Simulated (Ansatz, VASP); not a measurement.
# Si3N4 in two plane-wave programs

Wanted: the spread between two codes on one cell, functional and k mesh. The cell is taken from a series of runs on this material, whose earlier steps may have relaxed, scaled, displaced or heated it; both programs get it as it stands.

Method: plane waves, with VASP 6.6.1 beside it; G0W0 gap at LDA, in Ansatz 0.2.0.

## 1. Starting point

Symmetry: Fd-3m, No. 227, cubic system. Conventional cell: a = 7.787 Å, b = 7.787 Å, c = 7.787 Å, α = 90.00°, β = 90.00°, γ = 90.00°. Si has 6 N at 1.89 Å nearest. Nearest to Si lie 4 N at 1.79 Å. Nearest to N lie 4 Si at 1.79 to 1.89 Å. Farther neighbours and most contacts between anions are not listed.

As a file:

```cif
data_structure
_symmetry_space_group_name_H-M 'P 1'
_symmetry_Int_Tables_number 1
_cell_length_a 5.5065
_cell_length_b 5.5065
_cell_length_c 5.5065
_cell_angle_alpha 60.000
_cell_angle_beta 60.000
_cell_angle_gamma 60.000
_cell_volume 118.07
loop_
_atom_site_label
_atom_site_type_symbol
_atom_site_fract_x
_atom_site_fract_y
_atom_site_fract_z
_atom_site_occupancy
Si1 Si 0.12500 0.12500 0.62500 1
Si2 Si 0.12500 0.62500 0.12500 1
Si3 Si 0.62500 0.12500 0.12500 1
Si4 Si 0.12500 0.12500 0.12500 1
Si5 Si 0.75000 0.75000 0.75000 1
Si6 Si 0.50000 0.50000 0.50000 1
N7 N 0.36756 0.36756 0.36756 1
N8 N 0.35269 0.88244 0.88244 1
N9 N 0.88244 0.88244 0.35269 1
N10 N 0.88244 0.35269 0.88244 1
N11 N 0.36756 0.36756 0.89731 1
N12 N 0.36756 0.89731 0.36756 1
N13 N 0.88244 0.88244 0.88244 1
N14 N 0.89731 0.36756 0.36756 1
```

## 2. Ansatz: G0W0 gap, LDA

Ansatz runs on its PAW soft_1 files.

Quasiparticle shifts depend on high empty states and on the cores, so they are the hardest test of two PAW sets.

File input.yaml:

```yaml
crystal:
  lattice:
    - [0.0, 3.893718, 3.893718]
    - [3.893718, 0.0, 3.893718]
    - [3.893718, 3.893718, 0.0]
  atoms:
    - { symbol: Si, position: [0.125, 0.125, 0.625] }
    - { symbol: Si, position: [0.125, 0.625, 0.125] }
    - { symbol: Si, position: [0.625, 0.125, 0.125] }
    - { symbol: Si, position: [0.125, 0.125, 0.125] }
    - { symbol: Si, position: [0.75, 0.75, 0.75] }
    - { symbol: Si, position: [0.5, 0.5, 0.5] }
    - { symbol: "N", position: [0.367563, 0.367563, 0.367563] }
    - { symbol: "N", position: [0.352689, 0.882437, 0.882437] }
    - { symbol: "N", position: [0.882437, 0.882437, 0.352689] }
    - { symbol: "N", position: [0.882437, 0.352689, 0.882437] }
    - { symbol: "N", position: [0.367563, 0.367563, 0.897311] }
    - { symbol: "N", position: [0.367563, 0.897311, 0.367563] }
    - { symbol: "N", position: [0.882437, 0.882437, 0.882437] }
    - { symbol: "N", position: [0.897311, 0.367563, 0.367563] }
kpoints:
  mp_grid: { grid: [4, 4, 4] }
hamiltonian:
  xc: lda
  pseudopotentials: { kind: paw, azcp: { folder: soft_1 }, xc_functional: pbe }
scf:
  occupations: { method: fixed }
gw:
  n_empty_bands: 268
  ecut_chi: 100
  qp_bands: [v4, c4]
  qp_kpoints: band_edges
  screening: { model: contour_deformation }
```

Launch:

```
> ansatz run input.yaml --threads 2 --pin off --max-ram 92160MiB --backend cuda --events-out ev --progress --plain --runs-dir out --devices 1 --max-vram 13GiB
```

Numbers of over 12 decimals in the logs are rounded to 6 here.

What it wrote:

```text
GPUs: using 1 of 1 available (devices: 1).
Engine: ansatz 0.2.0, x86_64-unknown-linux-gnu
Pseudopotentials: kind: paw
Pseudopotential: Si, paw, valence charge 4, recommended cutoff 420 eV (normal), soft_1/Si.paw.azcp
Pseudopotential: N, paw, valence charge 5, recommended cutoff 420 eV (normal), soft_1/N.paw.azcp
Functional definition: SPW92
  exchange = slater_x
  correlation = pw_c
device memory: the entry about to start is reckoned to put 1.8 GiB on a device that reports 62.3 GiB free (of which the cap on the GPU budget leaves the run 13.0 GiB)
GPU FFT provider: cuFFT
GPU libraries: cuBLAS 13.8.2, cuFFT 12.4.0, cuSOLVER 12.3.4
Crystal: 14 atoms, lattice volume = 118.066 Å³
Basis set: ecut = 420 eV, 2277 PW (Γ)
Bands: 46, of which v1, the nominal top of the filled ones, is band 32 counted from 1 (31 counted from 0)
Symmetry: 48 space group operations
Space group: Fd-3m (ITA 227), of the structure as read, at distance tolerance 4.9e-5 Å
k-points: 8 of 64
Non-local potential: Si, projectors of the file, l = 0: 2, l = 1: 2, l = 2: 1
Non-local potential: N, projectors of the file, l = 0: 2, l = 1: 2, l = 2: 1
PAW form: soft (Blöchl's): semilocal exchange-correlation on the pseudo side does not see the compensation charge
PAW frozen core: Si, regenerated for the run's functional, and the local potential with it (the file was generated under x = pbe(κ = 0.804, μ = 0.219515), c = pbe(β = 0.066725))
PAW frozen core: N, regenerated for the run's functional, and the local potential with it (the file was generated under x = pbe(κ = 0.804, μ = 0.219515), c = pbe(β = 0.066725))
PAW one-centre angular grid: Si, 110 points (default); XC on 64 Gauss nodes
PAW one-centre angular grid: N, 110 points (default); XC on 64 Gauss nodes
Initial density: superposition of atomic densities (chi_scale 0.1, normalization cell, long waves kept (reshape's long-wave potential 0.00 eV rms))
Initial wavefunctions: pseudopotential atomic-orbital guess
GPU buffer pool allocated for 64000 grid points (all kernels)
GPU transforms: local potential and band sums: pruned to the plane-wave sphere, on 40×40×40
Functional: x = slater, c = lda
SCF iter   1: F=—  HF=-6668.004797 eV  |F-HF|=—  |Δ(HF+E_count)|=         —  Δρ=1.46e-1  dr2=2.59e1  ethr=3.10e-3  ⟨swp⟩=4.9  Hψ=1489  notcnv=0  defer=80
preconditioner: auto → Resta (q_TF=auto, 2.464 Å⁻¹)  ε∞=4.0  [insulator: Δε(μ)=5.293 eV  Ē_g=15.807 eV  n_scr=26 (ndim 8)  ℏωp=27.3 eV  f_vac=0.000  ε∞_Penn≈4.0]
SCF iter   2: F=—  HF=-6660.072539 eV  |F-HF|=—  |Δ(HF+E_count)|=    7.93e0  Δρ=4.85e-2  dr2=1.73e0  ethr=3.10e-3  ⟨swp⟩=4.0  Hψ=940  notcnv=0  defer=82
SCF iter   3: F=—  HF=-6659.664574 eV  |F-HF|=—  |Δ(HF+E_count)|=   4.08e-1  Δρ=2.30e-2  dr2=3.29e-1  ethr=2.70e-3  ⟨swp⟩=2.0  Hψ=394  notcnv=0  defer=91
SCF iter   4: F=—  HF=-6659.582219 eV  |F-HF|=—  |Δ(HF+E_count)|=   8.24e-2  Δρ=1.61e-3  dr2=2.86e-3  ethr=5.14e-4  ⟨swp⟩=2.0  Hψ=332  notcnv=0  defer=92
SCF iter   5: F=—  HF=-6659.582803 eV  |F-HF|=—  |Δ(HF+E_count)|=   5.84e-4  Δρ=5.60e-4  dr2=2.62e-4  ethr=4.47e-6  ⟨swp⟩=2.4  Hψ=532  notcnv=0  defer=92
SCF iter   6: F=—  HF=-6659.582807 eV  |F-HF|=—  |Δ(HF+E_count)|=   3.43e-6  Δρ=6.75e-5  dr2=7.31e-6  ethr=4.10e-7  ⟨swp⟩=2.0  Hψ=490  notcnv=0  defer=91
SCF iter   7: F=—  HF=-6659.582805 eV  |F-HF|=—  |Δ(HF+E_count)|=   1.67e-6  Δρ=9.67e-6  dr2=1.60e-7  ethr=1.14e-8  ⟨swp⟩=2.1  Hψ=563  notcnv=0  defer=83
SCF iter   8: F=-6659.582805 eV  HF=-6659.582805 eV  |F-HF|=4.00e-10  |Δ(HF+E_count)|=   2.02e-8  Δρ=1.32e-6  dr2=1.74e-9  ethr=1.56e-10  ⟨swp⟩=18.4  Hψ=2296  notcnv=0
SCF 1 converged in 8 iterations: F = -6659.582805 eV  dr2 = 1.74e-9
  greatest PAW one-centre occupation: 0.783 electrons in one spin orbital (limit 2), on the N atom at site 12 (counted from 0), in its partial waves of l = 0
device memory: the entry about to start is reckoned to put 2.2 GiB on a device that reports 59.6 GiB free (of which the cap on the GPU budget leaves the run 13.0 GiB)
NSCF: frozen V_eff on 8 k-points
the band table was solved once the SCF had ended and its energy, with any forces and stress, was formed, with the checks that follow a solve (1551 applications of the Hamiltonian). They found nothing against the state; the energy, forces and stress were not computed again (output.eigenvalues in the input reference)
device memory: the entry about to start is reckoned to put 2.9 GiB on a device that reports 53.1 GiB free (of which the cap on the GPU budget leaves the run 13.0 GiB)
NSCF: frozen V_eff on 8 k-points
G₀W₀ screening: q 1/8
[... further progress lines ...]
device memory: the entry about to start is reckoned to put 0.7 GiB on a device that reports 62.4 GiB free (of which the cap on the GPU budget leaves the run 13.0 GiB)
NSCF: frozen V_eff on 1 k-points
SCF converged after 8 iterations
Free energy (F): -6659.582805 eV
Harris-Foulkes:  -6659.582805 eV  (|F-HF|=4.00e-10)
Internal energy: -6659.582805 eV  (E = F + TS)
E sigma→0 (E₀):  -6659.582805 eV
Fermi energy:    10.669705 eV
--- Per-component energies (eV) ---
  E_band       = 255.658396
  E_kinetic    = 1337.045010
  E_local      = -1369.857867  (includes V_loc(G=0)·N_el)
  E_nonlocal   = 414.955547
  E_hartree    = 485.320303
  E_xc         = -823.783617
  E_vxc        = -911.368572  (∫ρ·V_xc dr)
  E_paw        = -3863.574437  (= ΣΔE_a)
  E_vpaw       = -185.763753  (= ΣTr[D̂ρ^β])
  E_aug_tail   = 0.007193  (compensation charges beyond the density's cutoff)
  E_ewald      = -2840.841273
  E_core_change = 1.146337  (= ΣΔE_core)
  E_smearing   = -0.000000  (= −TS)
  E_closure    = -0.000000  (closes the sum)
  Σ components = -6659.582805   (vs F -6659.582805, Δ=0.00e0)
--- Band table (eV; the first three rows and the last of 8) ---
  k-point 0: bands = [... 28 lower, 10.5408, 10.6507, 10.6507, 10.6507, 13.9026, 13.9026, 13.9026, 15.5003, ... 10 higher]
  k-point 1: bands = [... 28 lower, 10.2055, 10.2497, 10.5547, 10.5547, 14.6491, 14.9013, 14.9013, 16.5774, ... 10 higher]
  k-point 2: bands = [... 28 lower, 10.2175, 10.2175, 10.3629, 10.3629, 15.4953, 16.3119, 16.3119, 16.8100, ... 10 higher]
  k-point 7: bands = [... 28 lower, 9.6446, 9.6446, 9.9605, 9.9605, 17.1910, 17.1910, 17.7075, 17.7075, ... 10 higher]
--- G₀W₀: contour deformation, 6 samples at zero and on the imaginary axis and 2 off it, 64 q-points, 268 empty bands' worth ---
  eigenvalues of the whole cell's RPA ε∞ on this k-mesh (on a slab, of 1 + 4πα/V) = 5.2341, 5.2341, 5.2341; static W/v taken at q = 0 is 0.191056
  bands read: the sum over 300 bands ends inside a degenerate multiplet in 2 slots, whose members it reads at an even weight; the widest, k=0: bands 300 to 302 (counted from 1) at 1/3 each
  gw.qp_kpoints: band_edges: 8 of 8 stored k-points solved, in 1 pass; an edge of the gap read off the rows below is read off those points alone
    ik  band        ε_KS         Σx   Σc(E_QP)       V_xc       Z   E_QP_lin       E_QP  E_QP is
     0    29     10.5408   -22.0742     3.3536   -18.3852  0.7998    10.2047    10.2054  root
     0    30     10.6507   -22.4607     3.2737   -18.8828  0.8018    10.3459    10.3465  root
     0    31     10.6507   -22.4607     3.2737   -18.8828  0.8018    10.3459    10.3465  root
     0    32     10.6507   -22.4607     3.2737   -18.8828  0.8018    10.3459    10.3465  root
     0    33     13.9026    -8.6628    -4.1751   -13.8422  0.8352    14.9121    14.9070  root
     0    34     13.9026    -8.6628    -4.1751   -13.8422  0.8352    14.9121    14.9070  root
     0    35     13.9026    -8.6628    -4.1751   -13.8422  0.8352    14.9121    14.9070  root
     0    36     15.5003    -9.2246    -4.5746   -15.0220  0.8307    16.7317    16.7231  root
     1    29     10.2055   -22.0396     3.3763   -18.2954  0.7995     9.8367     9.8376  root
     1    30     10.2497   -21.9138     3.3902   -18.1517  0.7991     9.8769     9.8778  root
     1    31     10.5547   -22.2988     3.2912   -18.6914  0.8012    10.2379    10.2385  root
     1    32     10.5547   -22.2988     3.2912   -18.6914  0.8012    10.2379    10.2385  root
     1    33     14.6491    -8.6416    -4.3321   -14.0385  0.8330    15.7201    15.7139  root
     1    34     14.9013    -8.6552    -4.3213   -14.0395  0.8316    15.9705    15.9642  root
     1    35     14.9013    -8.6552    -4.3213   -14.0395  0.8316    15.9705    15.9642  root
     1    36     16.5774    -9.4982    -4.7355   -15.5323  0.8230    17.8872    17.8760  root
     2    29     10.2175   -22.3123     3.3530   -18.6025  0.8005     9.8600     9.8608  root
     2    30     10.2175   -22.3123     3.3530   -18.6025  0.8005     9.8600     9.8608  root
     2    31     10.3629   -21.9897     3.3281   -18.3203  0.7999    10.0209    10.0217  root
     2    32     10.3629   -21.9897     3.3281   -18.3203  0.7999    10.0209    10.0217  root
     2    33     15.4953    -8.3146    -4.5571   -13.9878  0.8300    16.6189    16.6114  root
     2    34     16.3119    -7.4062    -4.7134   -13.1804  0.8268    17.3805    17.3727  root
     2    35     16.3119    -7.4062    -4.7134   -13.1804  0.8268    17.3805    17.3727  root
     2    36     16.8100    -9.3854    -4.7891   -15.4630  0.8265    18.1095    18.0985  root
[...]
7    29      9.6446   -22.0093     3.4452   -18.1333  0.7981     9.2126     9.2139  root
     7    30      9.6446   -22.0093     3.4452   -18.1333  0.7981     9.2126     9.2139  root
     7    31      9.9605   -21.6963     3.3642   -17.9420  0.7992     9.5694     9.5705  root
     7    32      9.9605   -21.6963     3.3642   -17.9420  0.7992     9.5694     9.5705  root
     7    33     17.1910    -8.1912    -4.7671   -14.1453  0.8185    18.3889    18.3780  root
     7    34     17.1910    -8.1912    -4.7671   -14.1453  0.8185    18.3889    18.3780  root
     7    35     17.7075    -8.4179    -4.9639   -14.6612  0.8150    19.0006    18.9869  root
     7    36     17.7075    -8.4179    -4.9639   -14.6612  0.8150    19.0006    18.9869  root
```

[end of part 1 of 2]

[Lines on the potential files, build, host, timing and source positions are cut from VASP's logs without a mark.]

[Logs are printed without paths, hosts, clocks, repeated set-up lines and the standing remarks that a program may print on its own settings, such as how far it seeks lower states.]

[Hosts, paths, dates, database ids (printed as entryN), source tags and the programs' standing remarks are cut or masked in the printed files.]
